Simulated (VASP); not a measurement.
Output of a VASP run:

### OSZICAR
```
       N       E                     dE             d eps       ncg     rms          rms(c)
DAV:   1     0.264148680426E+03    0.26415E+03   -0.16496E+04  1048   0.125E+03
DAV:   2    -0.871719458388E+02   -0.35132E+03   -0.34348E+03  1304   0.321E+02
DAV:   3    -0.136833334088E+03   -0.49661E+02   -0.49427E+02  1264   0.141E+02
DAV:   4    -0.139075675148E+03   -0.22423E+01   -0.22362E+01  1336   0.397E+01
DAV:   5    -0.139141439915E+03   -0.65765E-01   -0.65728E-01  1396   0.580E+00    0.382E+00
DAV:   6    -0.130958238751E+03    0.81832E+01   -0.30460E+00  1336   0.252E+01    0.295E+00
DAV:   7    -0.127664390140E+03    0.32938E+01   -0.15721E+00  1108   0.795E+00    0.142E+00
DAV:   8    -0.128603977503E+03   -0.93959E+00   -0.55877E-01  1292   0.487E+00    0.564E-01
DAV:   9    -0.128829471703E+03   -0.22549E+00   -0.33922E-01  1064   0.409E+00    0.597E-01
DAV:  10    -0.128943453623E+03   -0.11398E+00   -0.17825E-01  1152   0.348E+00    0.288E-01
DAV:  11    -0.129007873015E+03   -0.64419E-01   -0.13388E-01  1152   0.318E+00    0.227E-01
DAV:  12    -0.129020541207E+03   -0.12668E-01   -0.11153E-02  1180   0.907E-01    0.235E-01
DAV:  13    -0.129020375542E+03    0.16567E-03   -0.13007E-03  1432   0.387E-01    0.139E-01
DAV:  14    -0.129019570550E+03    0.80499E-03   -0.48553E-03  1312   0.641E-01    0.518E-02
DAV:  15    -0.129018973170E+03    0.59738E-03   -0.60425E-04  1184   0.198E-01    0.550E-02
DAV:  16    -0.129021827191E+03   -0.28540E-02   -0.14864E-03  1128   0.391E-01    0.243E-02
DAV:  17    -0.129021720106E+03    0.10709E-03   -0.21432E-04  1436   0.132E-01    0.174E-02
DAV:  18    -0.129021890707E+03   -0.17060E-03   -0.77341E-05  1196   0.892E-02    0.933E-03
DAV:  19    -0.129021905204E+03   -0.14497E-04   -0.53504E-06  1268   0.175E-02    0.838E-03
DAV:  20    -0.129021924958E+03   -0.19753E-04   -0.91793E-06  1072   0.284E-02    0.240E-03
DAV:  21    -0.129021925772E+03   -0.81454E-06   -0.49717E-07   888   0.757E-03
   1 F= -.12902193E+03 E0= -.12902193E+03  d E =-.294826E-14  mag=    -0.0000     0.0000    -0.0000
       N       E                     dE             ncg
       N       E                     dE             ncg
       N       E                     dE             ncg
       N       E                     dE             ncg
       N       E                     dE             ncg
```

**OUTCAR**
```
------------------------ aborting loop because EDIFF is reached ----------------------------------------
  FORCE on cell =-STRESS in cart. coord.  units (eV):
  Direction    XX          YY          ZZ          XY          YZ          ZX
  --------------------------------------------------------------------------------------
  Total       -0.0509826     -0.0509826     -0.0509826     -0.0000000     -0.0000000     -0.0000000
  in kB       -0.3898230     -0.3898230     -0.3898230     -0.0000000     -0.0000000     -0.0000000
  external PRESSURE =      -0.3898230 kB  Pullay stress =       0.0000000 kB
  volume of cell :      209.54
      direct lattice vectors                 reciprocal lattice vectors
     5.939570479  0.000000000  0.000000000     0.168362343  0.000000000  0.000000000
     0.000000000  5.939570479  0.000000000     0.000000000  0.168362343  0.000000000
     0.000000000  0.000000000  5.939570479     0.000000000  0.000000000  0.168362343
 POSITION                                       TOTAL-FORCE (eV/Angst)
 -----------------------------------------------------------------------------------
      0.00000      0.00000      0.00000         0.000000      0.000000      0.000000
      2.96979      2.96979      2.96979         0.000000      0.000000      0.000000
      2.96979      0.00000      2.96979         0.000000      0.000000      0.000000
      0.00000      2.96979      2.96979         0.000000      0.000000      0.000000
      2.96979      2.96979      0.00000         0.000000      0.000000      0.000000
 -----------------------------------------------------------------------------------
    total drift:                               -0.000000      0.000000      0.000000
  FREE ENERGIE OF THE ION-ELECTRON SYSTEM (eV)
  ---------------------------------------------------
  free  energy   TOTEN  =      -129.0219257721 eV

  energy  without entropy=     -129.0219257721  energy(sigma->0) =     -129.02192577

 Ion:    1  E_soc:     -0.3058504

 Ion:    2  E_soc:     -0.6966985

 Ion:    3  E_soc:     -0.0551740

 Ion:    4  E_soc:     -0.0551740

 Ion:    5  E_soc:     -0.0551740
```
(Selected blocks of OUTCAR.)

### POSCAR
```
CsPbBr3
1
    5.9395704787     0.0000000000     0.0000000000
    0.0000000000     5.9395704787     0.0000000000
    0.0000000000     0.0000000000     5.9395704787
Cs Pb Br
1 1 3
Direct
  0.0000000000   0.0000000000   0.0000000000
  0.5000000000   0.5000000000   0.5000000000
  0.5000000000   0.0000000000   0.5000000000
  0.0000000000   0.5000000000   0.5000000000
  0.5000000000   0.5000000000   0.0000000000
```

Write an INCAR and KPOINTS that could have produced this output.

Several could match; the one computed here: the input of the run itself, r2SCAN meta-GGA with spin-orbit coupling, plane waves, VASP's PBE PAW potentials (set 64).

### KPOINTS
```
Automatic mesh
0
Gamma
4 4 4
0 0 0
```

### KPOINTS_OPT
```
k-points along high-symmetry lines
8
Line-mode
Reciprocal
  0.000000   0.000000   0.000000 ! GAMMA
  0.000000   0.500000   0.000000 ! X

  0.000000   0.500000   0.000000 ! X
  0.500000   0.500000   0.000000 ! M

  0.500000   0.500000   0.000000 ! M
  0.000000   0.000000   0.000000 ! GAMMA

  0.000000   0.000000   0.000000 ! GAMMA
  0.500000   0.500000   0.500000 ! R

  0.500000   0.500000   0.500000 ! R
  0.000000   0.500000   0.000000 ! X

  0.500000   0.500000   0.500000 ! R
  0.500000   0.500000   0.000000 ! M
```

INCAR:
```
# general
SYSTEM     = CsPbBr3
PREC       = Accurate
ENCUT      = 400   # plane-wave cut-off (eV)
LREAL      = .FALSE.   # projection in real space or not
LASPH      = .TRUE.

# electronic loop
EDIFF      = 1E-6   # SCF stop (eV)
NELM       = 100
ALGO       = Normal
LMAXMIX    = 4   # l cut-off of mixed one-centre charges
LMIXTAU    = .TRUE.

# smearing
ISMEAR     = 0
SIGMA      = 0.05   # width (eV)

# functional
METAGGA    = R2SCAN
GGA_COMPAT = .FALSE.

# spin
MAGMOM     = 15*0
LSORBIT    = .TRUE.

# output
LWAVE      = .FALSE.
LCHARG     = .FALSE.
```

POTCAR, in this order: Cs_sv Pb_d Br (PBE.64 set). Program: vasp_ncl.

The compound is CsPbBr3 in the cubic perovskite structure, the ideal cubic form; the compound distorts at low or room temperature. It was relaxed first.
